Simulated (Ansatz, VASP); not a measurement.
# TaN in two plane-wave programs, part 2 of 3

One calculation is typed for both programs; each brings its own data sets. How far apart do they land? The cell is taken from a series of runs on this material, whose earlier steps may have relaxed, scaled, displaced or heated it; both programs get it as it stands.

VASP 6.6.1 and Ansatz 0.2.0.

So far: The structure; Ansatz: zone-centre phonons, LDA.

## Step 3: VASP: zone-centre phonons, LDA

Level of this step: LDA; plane waves and PAW (N, Ta_pv) (VASP).

The same cell, functional (in two slightly different forms), mesh and smearing now go to VASP, with its own data sets.

Lines of VASP's logs that name or quote its potential files are left out, and so is its time.

INCAR

```
SYSTEM = TaN
PREC = Accurate
ENCUT = 600
EDIFF = 1E-08
NELM = 120
ISMEAR = 1
SIGMA = 0.2
LREAL = .FALSE.
ALGO = Normal
GGA = CA
NBANDS = 30
LASPH = .TRUE.
LORBIT = 11
LWAVE = .FALSE.
LCHARG = .FALSE.
ISIF = 2
IBRION = 8
GGA_COMPAT = .FALSE.
KPAR = 2
```

POSCAR

```
TaN
1.0
    5.1475854006      0.0000000000      0.0000000000
   -2.5737927003      4.4579397251      0.0000000000
    0.0000000000      0.0000000000      2.8761266428
N Ta
3 3
Direct
    0.3935153269      0.0000000000      0.0000000000
    0.6064846731      0.6064846731      0.0000000000
    0.0000000000      0.3935153269      0.0000000000
    0.3333333333      0.6666666667      0.5000000000
    0.6666666667      0.3333333333      0.5000000000
    0.0000000000      0.0000000000      0.0000000000
```

KPOINTS

```
Automatic mesh
0
Gamma
9 9 12
0 0 0
```

Potentials, in the order of the species: N and Ta_pv (LDA family, release 64).

Launch:

```sh
$ mpirun -np 2 vasp_std
```

The log of the run:

```text
[banner, memory and clock lines left out]
running    2 mpi-ranks, on    1 nodes
 distrk:  each k-point on    1 cores,    2 groups
 distr:  one band on    1 cores,    1 groups

 POSCAR found type information on POSCAR N Ta
 POSCAR found :  2 types and       6 ions
 LDA part: xc-table for (Slater(with rela. corr.)+CA(PZ))
 , standard interpolation
 POSCAR, INCAR and KPOINTS ok, starting setup
 FFT: planning ... GRIDC
 FFT: planning ... GRID_SOFT
 FFT: planning ... GRID
 WAVECAR not read
 entering main loop
       N       E                     dE             d eps       ncg     rms          rms(c)
DAV:   1     0.479173767477E+03    0.47917E+03   -0.28953E+04  5040   0.187E+03
DAV:   2    -0.518872470467E+02   -0.53106E+03   -0.51189E+03  5800   0.508E+02
DAV:   3    -0.833283990050E+02   -0.31441E+02   -0.30964E+02  6092   0.114E+02
DAV:   4    -0.840143713829E+02   -0.68597E+00   -0.68093E+00  6320   0.159E+01
DAV:   5    -0.840297547497E+02   -0.15383E-01   -0.15373E-01  6168   0.189E+00    0.459E+01
DAV:   6    -0.744957347010E+02    0.95340E+01   -0.57145E+01  6042   0.410E+01    0.199E+01
DAV:   7    -0.742348227011E+02    0.26091E+00   -0.27763E+00  6074   0.916E+00    0.107E+01
DAV:   8    -0.741572012120E+02    0.77621E-01   -0.30940E-01  6154   0.366E+00    0.942E-01
DAV:   9    -0.741453142736E+02    0.11887E-01   -0.39569E-02  6480   0.151E+00    0.369E-01
DAV:  10    -0.741446710121E+02    0.64326E-03   -0.10947E-02  6132   0.524E-01    0.145E-01
DAV:  11    -0.741443982450E+02    0.27277E-03   -0.27918E-03  6280   0.319E-01    0.494E-02
DAV:  12    -0.741443650127E+02    0.33232E-04   -0.21976E-04  6150   0.857E-02    0.142E-02
DAV:  13    -0.741443656777E+02   -0.66503E-06   -0.12825E-05  6732   0.209E-02    0.386E-03
DAV:  14    -0.741443656269E+02    0.50859E-07   -0.94587E-07  6540   0.629E-03    0.138E-03
DAV:  15    -0.741443656124E+02    0.14448E-07   -0.64733E-08  5698   0.182E-03    0.280E-04
DAV:  16    -0.741443656122E+02    0.21282E-09   -0.87644E-09  4014   0.595E-04
   1 F= -.74144366E+02 E0= -.74145394E+02  d E =0.308655E-02
 Linear response reoptimize wavefunctions to high precision
DAV:   1    -0.741443656124E+02   -0.13551E-09   -0.13418E-09  4026   0.241E-04
DAV:   2    -0.741443656124E+02   -0.11823E-10   -0.30846E-10  3936   0.996E-05
 Linear response DOF=           7
 Linear response progress:
  Degree of freedom:   1/  7
       N       E                     dE             d eps       ncg     rms          rms(c)
RMM:   1    -0.250598430235E+00   -0.25060E+00    0.12126E-01 21529   0.240E+00
RMM:   2    -0.242476189874E+00    0.81222E-02   -0.13735E-02 17475   0.486E-01    0.384E-01
RMM:   3    -0.243407053196E+00   -0.93086E-03   -0.31198E-03 18185   0.216E-01    0.230E-01
RMM:   4    -0.244556996940E+00   -0.11499E-02   -0.69862E-04 17260   0.114E-01    0.674E-02
RMM:   5    -0.244880729782E+00   -0.32373E-03   -0.11422E-04 19109   0.429E-02    0.261E-02
RMM:   6    -0.244874184368E+00    0.65454E-05   -0.18759E-05 19675   0.167E-02    0.502E-03
RMM:   7    -0.244846702824E+00    0.27482E-04   -0.75780E-07 17993   0.602E-03    0.116E-03
RMM:   8    -0.244844679759E+00    0.20231E-05   -0.85214E-07 21113   0.202E-03    0.545E-04
RMM:   9    -0.244845900787E+00   -0.12210E-05   -0.60227E-07 19663   0.616E-04    0.240E-04
RMM:  10    -0.244845451134E+00    0.44965E-06    0.89687E-08 19879   0.304E-04    0.802E-05
RMM:  11    -0.244845738204E+00   -0.28707E-06   -0.12843E-07 20537   0.177E-04    0.226E-05
RMM:  12    -0.244845777729E+00   -0.39524E-07    0.36198E-08 20685   0.115E-04    0.644E-06
RMM:  13    -0.244845789844E+00   -0.12115E-07   -0.11126E-08 21720   0.939E-05    0.244E-06
RMM:  14    -0.244845786703E+00    0.31405E-08   -0.79686E-09 20952   0.875E-05    0.128E-06
 first order change of Fermi-energy   0.11634E-01
 force on displaced ion       1 direction 1 : -21.556  -0.000   0.000
 Linear response progress:
  Degree of freedom:   2/  7
       N       E                     dE             d eps       ncg     rms          rms(c)
RMM:   1    -0.248662570676E+00   -0.24866E+00    0.15189E-01 35448   0.241E+00
RMM:   2    -0.241790061522E+00    0.68725E-02   -0.17056E-02 28948   0.522E-01    0.412E-01
RMM:   3    -0.242551999713E+00   -0.76194E-03   -0.33419E-03 30085   0.235E-01    0.255E-01
RMM:   4    -0.243581452062E+00   -0.10295E-02   -0.74032E-04 27953   0.121E-01    0.836E-02
RMM:   5    -0.244042996067E+00   -0.46154E-03   -0.14067E-04 31935   0.496E-02    0.214E-02
RMM:   6    -0.244005376567E+00    0.37619E-04   -0.18361E-05 30595   0.186E-02    0.259E-03
RMM:   7    -0.244000944724E+00    0.44318E-05   -0.25133E-06 30693   0.634E-03    0.967E-04
RMM:   8    -0.243993034425E+00    0.79103E-05   -0.35037E-07 32695   0.238E-03    0.246E-04
RMM:   9    -0.243994552511E+00   -0.15181E-05   -0.97161E-08 32162   0.745E-04    0.151E-04
RMM:  10    -0.243994273712E+00    0.27880E-06    0.83763E-08 33853   0.320E-04    0.513E-05
[...]
RMM:   1    -0.233600652228E+00   -0.23360E+00    0.14104E-01 33606   0.236E+00
RMM:   2    -0.227322235424E+00    0.62784E-02   -0.11467E-02 27115   0.464E-01    0.243E-01
RMM:   3    -0.228263580259E+00   -0.94134E-03   -0.24703E-03 27998   0.202E-01    0.128E-01
RMM:   4    -0.229663103728E+00   -0.13995E-02   -0.95446E-04 27392   0.130E-01    0.295E-02
[...]
RMM:  21    -0.203387059626E+00   -0.23102E-07   -0.57181E-07 36964   0.120E-04    0.147E-07
RMM:  22    -0.203387047142E+00    0.12484E-07   -0.41657E-07 35517   0.119E-04    0.162E-07
RMM:  23    -0.203387056366E+00   -0.92247E-08   -0.50930E-07 35572   0.118E-04    0.167E-07
RMM:  24    -0.203387056327E+00    0.39629E-10   -0.46977E-07 37010   0.118E-04    0.164E-07
 first order change of Fermi-energy  -0.42244E-03
 force on displaced ion       4 direction 1 : -28.945  -0.004   0.000
 Linear response progress:
  Degree of freedom:   5/  7
       N       E                     dE             d eps       ncg     rms          rms(c)
RMM:   1    -0.141391031528E+00   -0.14139E+00    0.10374E+01 10769   0.194E+01
RMM:   2    -0.167416618436E+00   -0.26026E-01   -0.39676E-02 17041   0.122E+00    0.136E-01
RMM:   3    -0.166865203036E+00    0.55142E-03   -0.70944E-03 18731   0.311E-01    0.740E-02
RMM:   4    -0.166323357370E+00    0.54185E-03   -0.93481E-04 21527   0.118E-01    0.268E-02
RMM:   5    -0.166147515910E+00    0.17584E-03   -0.83755E-05 20563   0.280E-02    0.718E-03
RMM:   6    -0.166100268449E+00    0.47247E-04   -0.34396E-05 21067   0.106E-02    0.130E-03
RMM:   7    -0.166100064766E+00    0.20368E-06   -0.20396E-05 20723   0.430E-03    0.486E-04
RMM:   8    -0.166100272290E+00   -0.20752E-06   -0.15312E-05 21146   0.196E-03    0.178E-04
RMM:   9    -0.166100943925E+00   -0.67163E-06   -0.90563E-06 22441   0.104E-03    0.704E-05
RMM:  10    -0.166101445587E+00   -0.50166E-06   -0.57298E-06 19964   0.629E-04    0.251E-05
RMM:  11    -0.166101622910E+00   -0.17732E-06   -0.39333E-06 21420   0.419E-04    0.167E-05
RMM:  12    -0.166101591341E+00    0.31569E-07   -0.22207E-06 21886   0.294E-04    0.709E-06
RMM:  13    -0.166101668804E+00   -0.77463E-07   -0.17974E-06 21477   0.236E-04    0.249E-06
RMM:  14    -0.166101616133E+00    0.52671E-07   -0.90568E-07 23174   0.193E-04    0.203E-06
RMM:  15    -0.166101665872E+00   -0.49739E-07   -0.80458E-07 22035   0.172E-04    0.262E-06
RMM:  16    -0.166101585332E+00    0.80541E-07   -0.28473E-07 22137   0.158E-04    0.439E-06
RMM:  17    -0.166101597558E+00   -0.12226E-07   -0.25299E-07 22095   0.145E-04    0.477E-06
RMM:  18    -0.166101569181E+00    0.28376E-07    0.11463E-07 21099   0.138E-04    0.513E-06
RMM:  19    -0.166101574500E+00   -0.53185E-08    0.11793E-07 21517   0.134E-04    0.546E-06
RMM:  20    -0.166101557289E+00    0.17211E-07    0.30941E-07 21405   0.131E-04    0.573E-06
RMM:  21    -0.166101561061E+00   -0.37717E-08    0.30294E-07 21140   0.129E-04    0.612E-06
 first order change of Fermi-energy   0.21131E-03
 force on displaced ion       4 direction 3 :   0.000   0.000 -24.026
 Linear response progress:
  Degree of freedom:   6/  7
       N       E                     dE             d eps       ncg     rms          rms(c)
RMM:   1    -0.177310421071E+00   -0.17731E+00    0.10731E+01 10841   0.184E+01
RMM:   2    -0.209163460861E+00   -0.31853E-01   -0.52453E-02 16777   0.125E+00    0.295E-01
RMM:   3    -0.208858678188E+00    0.30478E-03   -0.92367E-03 18888   0.290E-01    0.174E-01
RMM:   4    -0.208467282209E+00    0.39140E-03   -0.94510E-04 19420   0.125E-01    0.654E-02
RMM:   5    -0.208345231727E+00    0.12205E-03   -0.13886E-04 20475   0.416E-02    0.256E-02
RMM:   6    -0.208292630289E+00    0.52601E-04   -0.33491E-05 20571   0.179E-02    0.453E-03
RMM:   7    -0.208290519730E+00    0.21106E-05   -0.13402E-05 20236   0.103E-02    0.217E-03
RMM:   8    -0.208290711586E+00   -0.19186E-06   -0.87947E-07 19997   0.494E-03    0.687E-04
RMM:   9    -0.208293250853E+00   -0.25393E-05   -0.30283E-07 20889   0.228E-03    0.403E-04
RMM:  10    -0.208294057250E+00   -0.80640E-06   -0.96338E-07 19888   0.142E-03    0.219E-04
RMM:  11    -0.208294569609E+00   -0.51236E-06   -0.36430E-07 21111   0.724E-04    0.143E-04
RMM:  12    -0.208294833797E+00   -0.26419E-06   -0.74781E-07 20285   0.554E-04    0.221E-05
RMM:  13    -0.208294874656E+00   -0.40859E-07   -0.38625E-08 21852   0.354E-04    0.142E-05
RMM:  14    -0.208295065595E+00   -0.19094E-06   -0.36421E-07 21318   0.274E-04    0.694E-06
RMM:  15    -0.208294992894E+00    0.72701E-07    0.47580E-09 21607   0.220E-04    0.902E-06
RMM:  16    -0.208295069008E+00   -0.76114E-07   -0.87008E-08 21725   0.194E-04    0.435E-06
RMM:  17    -0.208295082861E+00   -0.13853E-07    0.26545E-08 22866   0.173E-04    0.323E-06
RMM:  18    -0.208295107711E+00   -0.24850E-07   -0.39268E-08 23226   0.160E-04    0.194E-06
RMM:  19    -0.208295130679E+00   -0.22968E-07    0.45436E-08 23210   0.153E-04    0.777E-07
RMM:  20    -0.208295125206E+00    0.54735E-08    0.25823E-08 22291   0.146E-04    0.107E-06
 first order change of Fermi-energy  -0.38712E-03
 force on displaced ion       6 direction 1 : -29.153   0.000   0.000
 Linear response progress:
  Degree of freedom:   7/  7
       N       E                     dE             d eps       ncg     rms          rms(c)
RMM:   1    -0.125800452915E+00   -0.12580E+00    0.12957E+01  8096   0.165E+01
RMM:   2    -0.151351732991E+00   -0.25551E-01   -0.34513E-02 11156   0.100E+00    0.142E-01
RMM:   3    -0.150087267333E+00    0.12645E-02   -0.47815E-03 12662   0.247E-01    0.700E-02
RMM:   4    -0.149227142034E+00    0.86013E-03   -0.73283E-04 13755   0.105E-01    0.321E-02
RMM:   5    -0.148865470556E+00    0.36167E-03   -0.57516E-05 14410   0.297E-02    0.306E-03
RMM:   6    -0.148890811964E+00   -0.25341E-04   -0.83412E-06 13643   0.916E-03    0.115E-03
RMM:   7    -0.148894586525E+00   -0.37746E-05   -0.15134E-06 14919   0.321E-03    0.578E-04
RMM:   8    -0.148899227867E+00   -0.46413E-05   -0.10641E-06 14632   0.128E-03    0.859E-05
RMM:   9    -0.148899450785E+00   -0.22292E-06   -0.59438E-07 15299   0.659E-04    0.478E-05
RMM:  10    -0.148899730735E+00   -0.27995E-06   -0.37566E-07 14790   0.400E-04    0.217E-05
RMM:  11    -0.148899937617E+00   -0.20688E-06   -0.23107E-07 14518   0.286E-04    0.103E-05
RMM:  12    -0.148900010985E+00   -0.73368E-07   -0.14629E-07 15246   0.214E-04    0.470E-06
RMM:  13    -0.148900051703E+00   -0.40718E-07   -0.95098E-08 15463   0.171E-04    0.187E-06
RMM:  14    -0.148900068978E+00   -0.17275E-07   -0.64745E-08 15376   0.148E-04    0.114E-06
RMM:  15    -0.148900093044E+00   -0.24066E-07   -0.52097E-08 15201   0.134E-04    0.572E-07
RMM:  16    -0.148900091907E+00    0.11371E-08   -0.35208E-08 13725   0.125E-04    0.574E-07
 first order change of Fermi-energy   0.54804E-03
 force on displaced ion       6 direction 3 :   0.000   0.000 -11.949
 Linear response finished
```

(Part 2 of 3 ends here.)

[Lines on the potential files, build, host, timing and source positions are cut from VASP's logs without a mark.]

[Logs are printed without paths, hosts, clocks, repeated set-up lines and the standing remarks that a program may print on its own settings, such as how far it seeks lower states.]

[Hosts, paths, dates, database ids (printed as entryN), source tags and the programs' standing remarks are cut or masked in the printed files.]
